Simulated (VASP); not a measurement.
Given:

```
As
1.0
    3.01666     0.00000     0.00000
   -1.50833     2.61251     0.00000
    0.00000     0.00000     4.89783
As
2
Cartesian
  0.00000   1.74167   1.22446
  1.50833   0.87083   3.67337
```

Method: PBEsol GGA, VASP's PBE PAW potentials (set 64) (plane waves; VASP). Numerical set-up: 400 eV cut-off, 9×9×5 Γ-centred mesh, Gaussian smearing of 0.050 eV, potentials As.

Energy and stress use the plane-wave basis of the starting cell.

Q: The ions, cell shape and volume are relaxed. What does this cell relax into?

A: 
```
As
1.0
    2.98822     0.00000     0.00000
   -1.49411     2.58788     0.00000
    0.00000     0.00000     4.74332
As
2
Direct
  0.33333   0.66667   0.25000
  0.66667   0.33333   0.75000
```
Space group P6_3/mmc (194), at a tolerance of 0.03 Å.

Q: How do energy and volume change from the first to the last step?

A: The energy (σ→0) changes by -15.6 meV/atom and the volume by -5.0 %, in 9 ionic steps.

The structure was generated: As was put into the hcp type (P6_3/mmc), which need not be its known phase. This run relaxes it. Symmetry was kept, so distortions that lower it aren't found.
